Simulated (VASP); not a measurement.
# MnSiSe3 (Pm-3m) in VASP: further runs, part 2 of 2

VASP 6.6.1. The steps go on from the part before.

### Step 4. Band structure, revPBE, collinear spin, ferromagnetic start

Input file INCAR:

```
SYSTEM = MnSiSe3
PREC = Accurate
ENCUT = 520
EDIFF = 1E-7
ISMEAR = -1
SIGMA = 0.05
LREAL = .False.
LASPH = .True.
NELM = 150
ALGO = Normal
ISIF = 2
LWAVE = .False.
LCHARG = .False.
ISPIN = 2
MAGMOM = 4 0 0 0 0
LORBIT = 11
LMAXMIX = 4
GGA = RE
NBANDS = 30
```

Input file KPOINTS:

```
regular mesh
0
Gamma
  5 5 5
  0 0 0
```

Input file POSCAR:

```
MnSiSe3
1.0
    4.8341200000      0.0000000000      0.0000000000
    0.0000000000      4.8341200000      0.0000000000
    0.0000000000      0.0000000000      4.8341200000
Mn Si Se
1 1 3
Direct
    0.0000000000      0.0000000000      0.0000000000
    0.5000000000      0.5000000000      0.5000000000
    0.0000000000      0.5000000000      0.5000000000
    0.5000000000      0.0000000000      0.5000000000
    0.5000000000      0.5000000000      0.0000000000
```

Input file KPOINTS_OPT:

```
path GXMGRX,MR
10
line-mode
reciprocal
 0.0000000000  0.0000000000  0.0000000000  G
 0.0000000000  0.5000000000  0.0000000000  X

 0.0000000000  0.5000000000  0.0000000000  X
 0.5000000000  0.5000000000  0.0000000000  M

 0.5000000000  0.5000000000  0.0000000000  M
 0.0000000000  0.0000000000  0.0000000000  G

 0.0000000000  0.0000000000  0.0000000000  G
 0.5000000000  0.5000000000  0.5000000000  R

 0.5000000000  0.5000000000  0.5000000000  R
 0.0000000000  0.5000000000  0.0000000000  X

 0.5000000000  0.5000000000  0.0000000000  M
 0.5000000000  0.5000000000  0.5000000000  R
```

Potentials or basis: VASP PAW PBE potentials, release 64 (Mn_pv, Si, Se).

Started as:

```sh
cat potpaw_PBE.64/Mn_pv/POTCAR potpaw_PBE.64/Si/POTCAR potpaw_PBE.64/Se/POTCAR > POTCAR
mpirun -np 1 vasp_std > vasp.out
```

OUTCAR:

```text
SYSTEM = MnSiSe3
   PREC = Accurate
   ENCUT = 520
   EDIFF = 1E-7
   ISMEAR = -1
   LREAL = .False.
   LASPH = .True.
   NELM = 150
   ISIF = 2
   ISPIN = 2
   LORBIT = 11
   GGA = RE

 ion  position               nearest neighbor table
   1  0.000  0.000  0.000-
   2  0.500  0.500  0.500-   3 2.42   4 2.42   5 2.42   5 2.42   4 2.42   3 2.42
   3  0.000  0.500  0.500-   2 2.42   2 2.42
   4  0.500  0.000  0.500-   2 2.42   2 2.42
   5  0.500  0.500  0.000-   2 2.42   2 2.42

  LATTYP: Found a simple cubic cell.
 ALAT       =     4.8341200000

  Lattice vectors:

 A1 = (   4.8341200000,   0.0000000000,   0.0000000000)
 A2 = (   0.0000000000,   4.8341200000,   0.0000000000)
 A3 = (   0.0000000000,   0.0000000000,   4.8341200000)

Analysis of symmetry for initial positions (statically):
=====================================================================
 Subroutine PRICEL returns:
 Original cell was already a primitive cell.

 Routine SETGRP: Setting up the symmetry group for a
 simple cubic supercell.

 Subroutine GETGRP returns: Found 48 space group operations
 (whereof 48 operations were pure point group operations)
 out of a pool of 48 trial point group operations.

The static configuration has the point symmetry O_h .

Analysis of symmetry for dynamics (positions and initial velocities):
=====================================================================
 Subroutine PRICEL returns:
 Original cell was already a primitive cell.

 Routine SETGRP: Setting up the symmetry group for a
 simple cubic supercell.

 Subroutine GETGRP returns: Found 48 space group operations
 (whereof 48 operations were pure point group operations)
 out of a pool of 48 trial point group operations.

The dynamic configuration has the point symmetry O_h .

Analysis of structural, dynamic, and magnetic symmetry:
[... 153 lines left out ...]
 val. band max:        4.4870486347   @ k =   0.4000   0.2000   0.2000
 cond. band min:       4.5609218366   @ k =   0.4000   0.4000   0.0000
 fundamental gap:      0.0738732019
 Fermi energy:         4.4908319293

 spin component 1

 k-point     1 :       0.0000    0.0000    0.0000
  band No.  band energies     occupation
      1     -46.9298      1.00000
      2     -46.9298      1.00000
      3     -46.9298      1.00000
      4     -10.5435      1.00000
      5      -7.5740      1.00000
      6      -7.5740      1.00000
[... 309 lines left out ...]
     28      10.8210      0.00000
     29      13.2720      0.00000
 Fermi energy:         4.4908319293

 spin component 2

 k-point     1 :       0.0000    0.0000    0.0000
  band No.  band energies     occupation
      1     -42.1029      1.00000
      2     -42.1029      1.00000
      3     -42.1029      1.00000
      4     -10.4612      1.00000
      5      -7.5049      1.00000
      6      -7.5049      1.00000
[... 309 lines left out ...]
     28      11.7260      0.00000
     29      13.6948      0.00000
 [bands above 29 left out]

------------------------ aborting loop because EDIFF is reached ----------------------------------------

  FORCE on cell =-STRESS in cart. coord.  units (eV):
  Direction    XX          YY          ZZ          XY          YZ          ZX
  --------------------------------------------------------------------------------------
  -------------------------------------------------------------------------------------
  Total        0.9283076      0.9283076      0.9283076      0.0000000      0.0000000      0.0000000
  in kB       13.1658894     13.1658894     13.1658894      0.0000000      0.0000000      0.0000000
  external PRESSURE =      13.1658894 kB  Pullay stress =       0.0000000 kB

 VOLUME and BASIS-vectors are now :
 -----------------------------------------------------------------------------
  energy-cutoff  :      520.00
  volume of cell :      112.97
      direct lattice vectors                 reciprocal lattice vectors
     4.834120000  0.000000000  0.000000000     0.206862883  0.000000000  0.000000000
     0.000000000  4.834120000  0.000000000     0.000000000  0.206862883  0.000000000
     0.000000000  0.000000000  4.834120000     0.000000000  0.000000000  0.206862883

 POSITION                                       TOTAL-FORCE (eV/Angst)
 -----------------------------------------------------------------------------------
      0.00000      0.00000      0.00000         0.000000      0.000000      0.000000
      2.41706      2.41706      2.41706         0.000000      0.000000      0.000000
      0.00000      2.41706      2.41706         0.000000      0.000000      0.000000
      2.41706      0.00000      2.41706         0.000000      0.000000      0.000000
      2.41706      2.41706      0.00000         0.000000      0.000000      0.000000
 -----------------------------------------------------------------------------------
    total drift:                                0.000000      0.000000      0.000000

  FREE ENERGIE OF THE ION-ELECTRON SYSTEM (eV)
  ---------------------------------------------------
  free  energy   TOTEN  =       -21.7111800615 eV

  energy  without entropy=      -21.6921227592  energy(sigma->0) =      -21.70165141

 total charge

# of ion       s       p       d       tot
------------------------------------------
    1        0.180   6.043   4.866  11.089
    2        0.792   0.724   0.000   1.516
    3        1.476   2.311   0.042   3.829
    4        1.476   2.311   0.042   3.829
    5        1.476   2.311   0.042   3.829
--------------------------------------------------
tot          5.401  13.699   4.991  24.092

 magnetization (x)

# of ion       s       p       d       tot
------------------------------------------
    1        0.085   0.018   4.421   4.524
    2        0.026   0.030   0.000   0.057
    3        0.005   0.046   0.005   0.055
    4        0.005   0.046   0.005   0.055
    5        0.005   0.046   0.005   0.055
--------------------------------------------------
tot          0.125   0.186   4.435   4.747
```

OSZICAR:

```text
N       E                     dE             d eps       ncg     rms          rms(c)
DAV:   1     0.222994498655E+03    0.22299E+03   -0.16398E+04  1328   0.104E+03
DAV:   2    -0.580014677507E+01   -0.22879E+03   -0.21379E+03  1308   0.247E+02
DAV:   3    -0.242367842072E+02   -0.18437E+02   -0.17787E+02  1526   0.709E+01
DAV:   4    -0.245913606326E+02   -0.35458E+00   -0.35093E+00  1398   0.988E+00
DAV:   5    -0.245956034134E+02   -0.42428E-02   -0.42418E-02  1454   0.125E+00    0.177E+01
DAV:   6    -0.514600085920E+02   -0.26864E+02   -0.30122E+01  1352   0.448E+01    0.624E+01
DAV:   7    -0.201704989435E+02    0.31290E+02   -0.32884E+01  1364   0.421E+01    0.169E+01
DAV:   8    -0.213346565918E+02   -0.11642E+01   -0.10988E+00  1322   0.620E+00    0.928E+00
DAV:   9    -0.213171039339E+02    0.17553E-01   -0.92939E-01  1206   0.858E+00    0.741E+00
DAV:  10    -0.216877069018E+02   -0.37060E+00   -0.21044E-01  1230   0.335E+00    0.278E+00
[... 58 further cycles ...]
DAV:   1    -0.660220016516E+03   -0.10954E+05     1360
DAV:   2    -0.273071123684E+04   -0.20705E+04     1308
DAV:   3    -0.287733678722E+04   -0.14663E+03     1540
DAV:   4    -0.288025400724E+04   -0.29172E+01     1392
DAV:   5    -0.288029033392E+04   -0.36327E-01     1434
DAV:   6    -0.288029126841E+04   -0.93449E-03     1424
DAV:   7    -0.288029130486E+04   -0.36446E-04     1458
DAV:   8    -0.288029130666E+04   -0.18019E-05     1362
DAV:   9    -0.288029130676E+04   -0.10279E-06     1152
DAV:  10    -0.288029130677E+04   -0.57785E-08      982
```

Run time: 2.4 min. Hardware: 1 thread of Intel Xeon Platinum 8488C (Sapphire Rapids), shared host; peak memory 0.28 GiB.

Results:

* Free energy: -21.7112 eV
* Pressure: 1.3 GPa
* Band gap along the path: none (metal or under the smearing width)
* Net moment: 5.29 μB per cell
* Site moments: Mn +4.52; Si +0.06; Se +0.06 μB
* Valence electrons inside the program's atomic spheres: Mn 11.09; Si 1.52; Se 3.83

Levels at the corners of the path, in eV from the Fermi level:
Spin up:
```csv
point,band 16,band 17,band 18,band 19,band 20,band 21,band 22,band 23,band 24,band 25
Γ,-1.06,-1.06,-1.06,-1.02,-1.02,-1.02,-0.29,4.57,4.57,4.57
X,-2.43,-2.43,-1.32,-0.65,-0.65,0.74,0.83,3.57,4.38,4.86
X,-2.43,-2.43,-1.32,-0.65,-0.65,0.74,0.83,3.57,4.38,4.86
M,-2.49,-1.74,-1.74,-1.62,0.66,1.38,2.04,2.04,3.06,3.38
M,-2.49,-1.74,-1.74,-1.62,0.66,1.38,2.04,2.04,3.06,3.38
Γ,-1.06,-1.06,-1.06,-1.02,-1.02,-1.02,-0.29,4.57,4.57,4.57
Γ,-1.06,-1.06,-1.06,-1.02,-1.02,-1.02,-0.29,4.57,4.57,4.57
R,-1.58,-1.58,-1.16,0.62,0.62,0.62,1.79,1.79,1.79,5.42
R,-1.58,-1.58,-1.16,0.62,0.62,0.62,1.79,1.79,1.79,5.42
X,-2.43,-2.43,-1.32,-0.65,-0.65,0.74,0.83,3.57,4.38,4.86
M,-2.49,-1.74,-1.74,-1.62,0.66,1.38,2.04,2.04,3.06,3.38
R,-1.58,-1.58,-1.16,0.62,0.62,0.62,1.79,1.79,1.79,5.42
```
Spin down:
```
point  band 12  band 13  band 14  band 15  band 16  band 17  band 18  band 19
    Γ    -1.01    -1.01    -0.87    -0.87    -0.87     0.65     0.65     0.66
    X    -2.32    -1.95    -1.08    -1.08     0.72     0.77     0.92     1.31
    X    -2.32    -1.95    -1.08    -1.08     0.72     0.77     0.92     1.31
    M    -2.35    -2.35    -1.55     0.26     0.71     0.84     1.24     1.24
    M    -2.35    -2.35    -1.55     0.26     0.71     0.84     1.24     1.24
    Γ    -1.01    -1.01    -0.87    -0.87    -0.87     0.65     0.65     0.66
    Γ    -1.01    -1.01    -0.87    -0.87    -0.87     0.65     0.65     0.66
    R    -1.51     0.34     0.69     0.69     0.69     0.80     0.80     0.80
    R    -1.51     0.34     0.69     0.69     0.69     0.80     0.80     0.80
    X    -2.32    -1.95    -1.08    -1.08     0.72     0.77     0.92     1.31
    M    -2.35    -2.35    -1.55     0.26     0.71     0.84     1.24     1.24
    R    -1.51     0.34     0.69     0.69     0.69     0.80     0.80     0.80
```

Caveat: the PAW data sets were made with another functional, which shifts forces and pressure a little; a cell with one magnetic atom can't hold antiferromagnetic order, which such compounds often take; semilocal functionals often make such compounds metallic where correlation or magnetic order opens a gap, which also shifts bond lengths.

### Step 5. Summary

```tsv
level	pressure (GPa)	moment (μB)
PBEsol	-2.5	5.29
RPBE	1.7	5.28
revPBE	1.3	5.29
```

Alike in all rows: task band structure; potentials or basis VASP PAW PBE potentials, release 64 (Mn_pv, Si, Se); spin collinear, ferromagnetic start; cell as given; k mesh 5 × 5 × 5; cutoff (eV) 520; smearing fermi-dirac 0.05 eV.

The pressure there spans -2.5 GPa (PBEsol) to 1.7 GPa (RPBE); a positive pressure means that this level wants a larger cell, a negative one a smaller.

Caveats: the PAW data sets were made with another functional, which shifts forces and pressure a little; a cell with one magnetic atom can't hold antiferromagnetic order, which such compounds often take; semilocal functionals often make such compounds metallic where correlation or magnetic order opens a gap, which also shifts bond lengths.

Total energies depend on the potentials used, so only differences within one code and one set of settings carry meaning.
